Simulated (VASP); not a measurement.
# What goes wrong when the gap of SnSe2 is computed with a bad input

Aim: see how common mistakes in a band-structure run show up, on SnSe2. The starting structure is a measured crystal structure from the Crystallography Open Database. Cell and atoms stay as given unless a step says otherwise.

Method: Kohn-Sham DFT with plane waves and PAW; LDA, in VASP 6.6.1.

## 1. The structure

Symmetry: P-3m1, No. 164, trigonal system. Conventional cell: a = 3.811 Å, b = 3.811 Å, c = 6.141 Å, α = 90.00°, β = 90.00°, γ = 120.00°. Nearest to Sn lie 6 Se at 2.68 Å. Nearest to Se lie 3 Sn at 2.68 Å. Farther neighbours and most contacts between anions are not listed.

Structure file:

```cif
data_structure
_symmetry_space_group_name_H-M 'P-3m1'
_symmetry_Int_Tables_number 164
_cell_length_a 3.8108
_cell_length_b 3.8108
_cell_length_c 6.1410
_cell_angle_alpha 90.000
_cell_angle_beta 90.000
_cell_angle_gamma 120.000
_cell_volume 77.23
loop_
_atom_site_label
_atom_site_type_symbol
_atom_site_symmetry_multiplicity
_atom_site_Wyckoff_symbol
_atom_site_fract_x
_atom_site_fract_y
_atom_site_fract_z
_atom_site_occupancy
Sn1 Sn 1 a 0.00000 0.00000 0.00000 1
Se1 Se 2 d 0.66667 0.33333 0.75080 1
```

## 2. Reference bands

File INCAR:

```
SYSTEM = SnSe2
PREC = Accurate
ENCUT = 350
EDIFF = 1E-06
NELM = 100
ISMEAR = 0
SIGMA = 0.03
LREAL = .FALSE.
ALGO = Normal
GGA = CA
NBANDS = 26
LORBIT = 11
LWAVE = .FALSE.
LCHARG = .FALSE.
KPAR = 4
```

File POSCAR:

```
SnSe2
1.0
    3.8108000000      0.0000000000      0.0000000000
   -1.9054000000      3.3002496087      0.0000000000
    0.0000000000      0.0000000000      6.1410000000
Sn Se
1 2
Direct
    0.0000000000      0.0000000000      0.0000000000
    0.6666666667      0.3333333333      0.7508000000
    0.3333333333      0.6666666667      0.2492000000
```

File KPOINTS:

```
Automatic mesh
0
Gamma
6 6 4
0 0 0
```

File KPOINTS_OPT:

```
Line mode
10
Line-mode
Reciprocal
  0.00000000   0.00000000   0.00000000 GAMMA
  0.50000000   0.00000000   0.00000000 M

  0.50000000   0.00000000   0.00000000 M
  0.33333333   0.33333333   0.00000000 K

  0.33333333   0.33333333   0.00000000 K
  0.00000000   0.00000000   0.00000000 GAMMA

  0.00000000   0.00000000   0.00000000 GAMMA
  0.00000000   0.00000000   0.50000000 A

  0.00000000   0.00000000   0.50000000 A
  0.50000000   0.00000000   0.50000000 L

  0.50000000   0.00000000   0.50000000 L
  0.33333333   0.33333333   0.50000000 H

  0.33333333   0.33333333   0.50000000 H
  0.00000000   0.00000000   0.50000000 A

  0.50000000   0.00000000   0.50000000 L
  0.50000000   0.00000000   0.00000000 M

  0.33333333   0.33333333   0.00000000 K
  0.33333333   0.33333333   0.50000000 H
```

PAW data sets: Sn_d and Se (LDA family, release 64).

Launch:

```console
> mpirun -np 4 vasp_std
```

The log of the run:

```text
[banner, memory and clock lines left out]
running    4 mpi-ranks, on    1 nodes
 distrk:  each k-point on    1 cores,    4 groups
 distr:  one band on    1 cores,    1 groups

 POSCAR found type information on POSCAR SnSe
 POSCAR found :  2 types and       3 ions
 LDA part: xc-table for (Slater(with rela. corr.)+CA(PZ))
 , standard interpolation
 POSCAR, INCAR and KPOINTS ok, starting setup
 FFT: planning ... GRIDC
 FFT: planning ... GRID_SOFT
 FFT: planning ... GRID
 WAVECAR not read
 entering main loop
       N       E                     dE             d eps       ncg     rms          rms(c)
DAV:   1     0.180874564140E+03    0.18087E+03   -0.92186E+03  1342   0.889E+02
DAV:   2     0.807151909368E+01   -0.17280E+03   -0.16178E+03  1360   0.287E+02
DAV:   3    -0.133861393708E+02   -0.21458E+02   -0.21195E+02  1550   0.863E+01
DAV:   4    -0.140452946992E+02   -0.65916E+00   -0.65855E+00  1470   0.165E+01
DAV:   5    -0.140602163421E+02   -0.14922E-01   -0.14920E-01  1674   0.248E+00    0.537E+00
DAV:   6    -0.137839874698E+02    0.27623E+00   -0.39252E-01  1854   0.564E+00    0.339E+00
DAV:   7    -0.137480703971E+02    0.35917E-01   -0.12762E-01  1562   0.183E+00    0.959E-01
DAV:   8    -0.137446244469E+02    0.34460E-02   -0.10385E-02  1680   0.831E-01    0.267E-01
DAV:   9    -0.137443996364E+02    0.22481E-03   -0.10684E-03  1490   0.194E-01    0.843E-02
DAV:  10    -0.137443964827E+02    0.31537E-05   -0.80851E-05  1500   0.463E-02    0.287E-02
DAV:  11    -0.137443991015E+02   -0.26188E-05   -0.65680E-06  1460   0.131E-02    0.426E-03
DAV:  12    -0.137443987803E+02    0.32117E-06   -0.73277E-07   870   0.472E-03
   1 F= -.13744399E+02 E0= -.13744399E+02  d E =-.105491E-30
 Start KPOINTS_OPT (optional k-point list driver)
k-point batch [1-24\90]
       N       E                     dE             ncg
DAV:   1    -0.288916805797E+02   -0.12972E+05     1322
DAV:   2    -0.404382411955E+04   -0.40149E+04     1356
DAV:   3    -0.453999155985E+04   -0.49617E+03     1516
DAV:   4    -0.455520756404E+04   -0.15216E+02     1506
DAV:   5    -0.455554029267E+04   -0.33273E+00     1726
DAV:   6    -0.455554879602E+04   -0.85033E-02     1502
DAV:   7    -0.455554920934E+04   -0.41333E-03     1902
DAV:   8    -0.455554921214E+04   -0.27950E-05     1218
DAV:   9    -0.455554921230E+04   -0.15794E-06     1096
[...]
k-point batch [73-90\90]
       N       E                     dE             ncg
DAV:   1     0.252628545044E+04   -0.13320E+05     1028
DAV:   2    -0.504542320609E+03   -0.30308E+04     1066
DAV:   3    -0.880028248759E+03   -0.37549E+03     1146
DAV:   4    -0.891485263660E+03   -0.11457E+02     1108
DAV:   5    -0.891747725357E+03   -0.26246E+00     1260
DAV:   6    -0.891755019824E+03   -0.72945E-02     1194
DAV:   7    -0.891755254796E+03   -0.23497E-03     1332
DAV:   8    -0.891755258144E+03   -0.33486E-05      916
DAV:   9    -0.891755258290E+03   -0.14617E-06      794
```

It took 25 s on 4 MPI ranks of Intel Xeon Platinum 8375C at 2.90GHz (Ice Lake), shared host; peak memory 0.63 GiB; 95 s of CPU time.

Lines that name or quote the potential files are left out of all logs, and their timing lines are given in words.

OUTCAR, selected parts (step 2):

```text
ion  position               nearest neighbor table
   1  0.000  0.000  0.000-   2 2.68   3 2.68   3 2.68   2 2.68   2 2.68   3 2.68
   2  0.667  0.333  0.751-   1 2.68   1 2.68   1 2.68
   3  0.333  0.667  0.249-   1 2.68   1 2.68   1 2.68

  LATTYP: Found a hexagonal cell.
 ALAT       =     3.8108000000
 C/A-ratio  =     1.6114726567

 Subroutine GETGRP returns: Found 12 space group operations
 (whereof 12 operations were pure point group operations)

The static configuration has the point symmetry D_3d.

 Found     24 irreducible k-points:

   k-points           NKPTS =     24   k-points in BZ     NKDIM =     24   number of bands    NBANDS=     26

   dimension x,y,z NGX =    24 NGY =   24 NGZ =   40
   dimension x,y,z NGXF=    48 NGYF=   48 NGZF=   80

   ENCUT  =  350.0 eV  25.72 Ry    5.07 a.u.   5.81  5.81  9.37*2*pi/ulx,y,z

   NELECT =      26.0000    total number of electrons

 k-points in reciprocal lattice and weights: Automatic mesh
   0.00000000  0.00000000  0.00000000       0.007
   0.16666667  0.00000000  0.00000000       0.042
   0.33333333 -0.00000000  0.00000000       0.042
   0.50000000 -0.00000000  0.00000000       0.021
   0.16666667  0.16666667  0.00000000       0.042
   0.33333333  0.16666667  0.00000000       0.083
   0.33333333  0.33333333  0.00000000       0.014
   0.00000000  0.00000000  0.25000000       0.014
   0.16666667  0.00000000  0.25000000       0.042
[...]
0.33333333  0.16666667  0.50000000       0.083
   0.33333333  0.33333333  0.50000000       0.014

 average (electrostatic) potential at core
       1-102.3952       2 -59.5289       3 -59.5289

 E-fermi :   4.3206

 k-point     1 :       0.0000    0.0000    0.0000
  band No.  band energies     occupation
    ...
      9       3.3879      2.00000
     10       3.3879      2.00000
     11       3.7150      2.00000
     12       3.7150      2.00000
     13       4.0838      2.00000
     14       4.9857      0.00000
     15       6.8893      0.00000
     16       8.6247      0.00000
     17       8.6247      0.00000
     18      12.1197      0.00000
    ...

 k-point     2 :       0.1667    0.0000    0.0000
  band No.  band energies     occupation
    ...
      9       1.3546      2.00000
     10       2.5035      2.00000
     11       2.5629      2.00000
     12       3.9922      2.00000
     13       4.0547      2.00000
     14       6.2993      0.00000
     15       7.6241      0.00000
     16       8.7930      0.00000
     17       9.1070      0.00000
     18      11.2441      0.00000
    ...

 k-point     3 :       0.3333   -0.0000    0.0000
  band No.  band energies     occupation
    ...
      9      -0.0284      2.00000
     10       1.1904      2.00000
     11       1.7170      2.00000
     12       3.5228      2.00000
     13       3.8914      2.00000
     14       5.5120      0.00000
     15       7.9180      0.00000
     16       9.4954      0.00000
     17       9.7709      0.00000
     18      10.6830      0.00000
    ...

  Total        0.1356940      0.1356940      0.8232211      0.0000000      0.0000000      0.0000000
  in kB        2.8149411      2.8149411     17.0775293      0.0000000      0.0000000      0.0000000
  external PRESSURE =       7.5691372 kB  Pullay stress =       0.0000000 kB

  energy-cutoff  :      350.00
  volume of cell :       77.23
      direct lattice vectors                 reciprocal lattice vectors
     3.810800000  0.000000000  0.000000000     0.262412092  0.151503692  0.000000000
    -1.905400000  3.300249609  0.000000000     0.000000000  0.303007384  0.000000000
     0.000000000  0.000000000  6.141000000     0.000000000  0.000000000  0.162839928

 POSITION                                       TOTAL-FORCE (eV/Angst)
 -----------------------------------------------------------------------------------
      0.00000      0.00000      0.00000        -0.000000      0.000000      0.000000
      1.90540      1.10008      4.61066        -0.000000      0.000000     -0.473806
     -0.00000      2.20017      1.53034         0.000000      0.000000      0.473806
 -----------------------------------------------------------------------------------
    total drift:                                0.000000      0.000000     -0.000000

  FREE ENERGIE OF THE ION-ELECTRON SYSTEM (eV)
  ---------------------------------------------------
  free  energy   TOTEN  =       -13.7443987803 eV

  energy  without entropy=      -13.7443987803  energy(sigma->0) =      -13.74439878

 total charge
# of ion       s       p       d       tot
------------------------------------------
    1        1.071   1.081  10.111  12.263
    2        1.488   2.319   0.029   3.836
    3        1.488   2.319   0.029   3.836
--------------------------------------------------
tot          4.048   5.718  10.170  19.936

[... 3 further parts left out ...]
```

Spin-orbit coupling is off here; with elements this heavy it can split and shift levels by tenths of an eV.

The reference gap is 0.590 eV.

## 3. Bands with too few electronic steps

A slip made on purpose: too few electronic steps. Against step 2 the input has NELM = 4.

Changes to INCAR since step 2:

```diff
@@ -4,3 +4,3 @@
 EDIFF = 1E-06
-NELM = 100
+NELM = 4
 ISMEAR = 0
```

POSCAR is that of step 2.

KPOINTS is that of step 2.

KPOINTS_OPT is that of step 2.

Launch:

```console
> mpirun -np 4 vasp_std
```

The log of the run:

```text
[... set-up lines as in an earlier step ...]
 entering main loop
       N       E                     dE             d eps       ncg     rms          rms(c)
[... 4 cycles as in an earlier step ...]
 -----------------------------------------------------------------------------
|                                                                             |
|           W    W    AA    RRRRR   N    N  II  N    N   GGGG   !!!           |
|           W    W   A  A   R    R  NN   N  II  NN   N  G    G  !!!           |
|           W    W  A    A  R    R  N N  N  II  N N  N  G       !!!           |
|           W WW W  AAAAAA  RRRRR   N  N N  II  N  N N  G  GGG   !            |
|           WW  WW  A    A  R   R   N   NN  II  N   NN  G    G                |
|           W    W  A    A  R    R  N    N  II  N    N   GGGG   !!!           |
|                                                                             |
|     The electronic self-consistency was not achieved in the given           |
|     number of steps (NELM). The forces and other quantities evaluated       |
|     might not be reliable so examine the results carefully. If you find     |
|     spurious results, we suggest increasing NELM, if you were close to      |
|     convergence or switching to a different ALGO or adjusting the           |
|     density mixing parameters otherwise.                                    |
|                                                                             |
 -----------------------------------------------------------------------------

   1 F= -.14045295E+02 E0= -.14045295E+02  d E =-.284427E-12
 Start KPOINTS_OPT (optional k-point list driver)
k-point batch [1-24\90]
       N       E                     dE             ncg
DAV:   1    -0.191922926862E+02   -0.12962E+05     1322
DAV:   2    -0.403717338246E+04   -0.40180E+04     1358
DAV:   3    -0.453285676688E+04   -0.49568E+03     1498
DAV:   4    -0.454799980774E+04   -0.15143E+02     1522
[...]
k-point batch [73-90\90]
       N       E                     dE             ncg
DAV:   1     0.253886524339E+04   -0.13308E+05     1020
DAV:   2    -0.497521419518E+03   -0.30364E+04     1066
DAV:   3    -0.874309903236E+03   -0.37679E+03     1154
DAV:   4    -0.885749156593E+03   -0.11439E+02     1108
```

Elapsed: 12 s, on 4 MPI ranks; peak memory 0.64 GiB.

Parts of OUTCAR (step 3):

```text
  Total       -3.9999556     -3.9999556     -5.9740538      0.0000000     -0.0000000      0.0000000
  in kB      -82.9781426    -82.9781426   -123.9303485      0.0000000     -0.0000000      0.0000000
  external PRESSURE =     -96.6288779 kB  Pullay stress =       0.0000000 kB

 POSITION                                       TOTAL-FORCE (eV/Angst)
 -----------------------------------------------------------------------------------
      0.00000      0.00000      0.00000        -0.000000      0.000000      0.000000
      1.90540      1.10008      4.61066        -0.000000      0.000000     -0.264671
     -0.00000      2.20017      1.53034         0.000000      0.000000      0.264671
 -----------------------------------------------------------------------------------
    total drift:                                0.000000      0.000000     -0.000000

  FREE ENERGIE OF THE ION-ELECTRON SYSTEM (eV)
  ---------------------------------------------------
  free  energy   TOTEN  =       -14.0452946992 eV

  energy  without entropy=      -14.0452946992  energy(sigma->0) =      -14.04529470

[... 2 parts as in an earlier step ...]

[... 1 further part left out ...]
[key lines of the parts left out:]
E-fermi :   3.7878
```

The electronic loop didn't reach EDIFF within its 4 cycles (NELM).

## 4. Bands with one electron missing

A slip made on purpose: one electron missing. Against step 2 the input has NELECT = 25 (also changed: NELM).

Changes to INCAR since step 3:

```diff
@@ -4,3 +4,3 @@
 EDIFF = 1E-06
-NELM = 4
+NELM = 60
 ISMEAR = 0
@@ -15 +15,2 @@
 KPAR = 4
+NELECT = 25
```

POSCAR is that of step 3.

KPOINTS is that of step 3.

KPOINTS_OPT is that of step 3.

Launch:

```console
> mpirun -np 4 vasp_std
```

The log of the run:

```text
[... set-up lines as in an earlier step ...]
 entering main loop
       N       E                     dE             d eps       ncg     rms          rms(c)
DAV:   1     0.167443486422E+03    0.16744E+03   -0.86502E+03  1342   0.825E+02
DAV:   2     0.334909901488E+01   -0.16409E+03   -0.15470E+03  1360   0.279E+02
DAV:   3    -0.169015603001E+02   -0.20251E+02   -0.19960E+02  1550   0.829E+01
DAV:   4    -0.175339194609E+02   -0.63236E+00   -0.63173E+00  1470   0.159E+01
DAV:   5    -0.175484008877E+02   -0.14481E-01   -0.14480E-01  1674   0.240E+00BRMIX: very serious problems
 the old and the new charge density differ
 old charge density:    26.00000 new   25.00000
BRMIX: very serious problems
 the old and the new charge density differ
 old charge density:    26.00000 new   25.00000
BRMIX: very serious problems
 the old and the new charge density differ
 old charge density:    26.00000 new   25.00000
BRMIX: very serious problems
 the old and the new charge density differ
 old charge density:    26.00000 new   25.00000
    0.511E+00
[...]
1 F= -.17516180E+02 E0= -.17515163E+02  d E =-.203443E-02
 Start KPOINTS_OPT (optional k-point list driver)
k-point batch [1-24\90]
       N       E                     dE             ncg
DAV:   1    -0.439881770822E+03   -0.12616E+05     1322
DAV:   2    -0.423370566160E+04   -0.37938E+04     1364
DAV:   3    -0.469613155511E+04   -0.46243E+03     1534
DAV:   4    -0.471047715821E+04   -0.14346E+02     1480
DAV:   5    -0.471079736946E+04   -0.32021E+00     1692
DAV:   6    -0.471080722283E+04   -0.98534E-02     1514
DAV:   7    -0.471080777182E+04   -0.54899E-03     1924
DAV:   8    -0.471080777495E+04   -0.31271E-05     1200
DAV:   9    -0.471080777519E+04   -0.23725E-06     1108
[...]
k-point batch [73-90\90]
       N       E                     dE             ncg
DAV:   1     0.209587642500E+04   -0.12804E+05     1020
DAV:   2    -0.775531580949E+03   -0.28714E+04     1040
DAV:   3    -0.113287108484E+04   -0.35734E+03     1154
DAV:   4    -0.114394956266E+04   -0.11078E+02     1092
DAV:   5    -0.114420096883E+04   -0.25141E+00     1248
DAV:   6    -0.114420897811E+04   -0.80093E-02     1170
DAV:   7    -0.114420934303E+04   -0.36493E-03     1368
DAV:   8    -0.114420934679E+04   -0.37586E-05      956
DAV:   9    -0.114420934698E+04   -0.18736E-06      782
```

Run time: 24 s. Hardware: 4 MPI ranks; peak memory 0.63 GiB.

From OUTCAR (step 4):

```text
  Total      -10.4818542    -10.4818542    -10.0534744      0.0000000      0.0000000      0.0000000
  in kB     -217.4436125   -217.4436125   -208.5569743      0.0000000      0.0000000      0.0000000
  external PRESSURE =    -214.4813998 kB  Pullay stress =       0.0000000 kB

 POSITION                                       TOTAL-FORCE (eV/Angst)
 -----------------------------------------------------------------------------------
      0.00000      0.00000      0.00000        -0.000000      0.000000      0.000000
      1.90540      1.10008      4.61066         0.000000     -0.000000     -0.891023
     -0.00000      2.20017      1.53034         0.000000      0.000000      0.891023
 -----------------------------------------------------------------------------------
    total drift:                                0.000000      0.000000     -0.000000

  FREE ENERGIE OF THE ION-ELECTRON SYSTEM (eV)
  ---------------------------------------------------
  free  energy   TOTEN  =       -17.5161799935 eV

  energy  without entropy=      -17.5141455618  energy(sigma->0) =      -17.51516278

[... 2 parts as in an earlier step ...]

[... 1 further part left out ...]
[key lines of the parts left out:]
E-fermi :   3.5212
```

With one electron missing there is no gap to read, since by its occupations the run counts as a metal (its levels may still leave one).

(Part 1 of 2 ends here.)

[Lines on the potential files, build, host, timing and source positions are cut from VASP's logs without a mark.]

[Logs are printed without paths, hosts, clocks, repeated set-up lines and the standing remarks that a program may print on its own settings, such as how far it seeks lower states.]

[Hosts, paths, dates, database ids (printed as entryN), source tags and the programs' standing remarks are cut or masked in the printed files.]
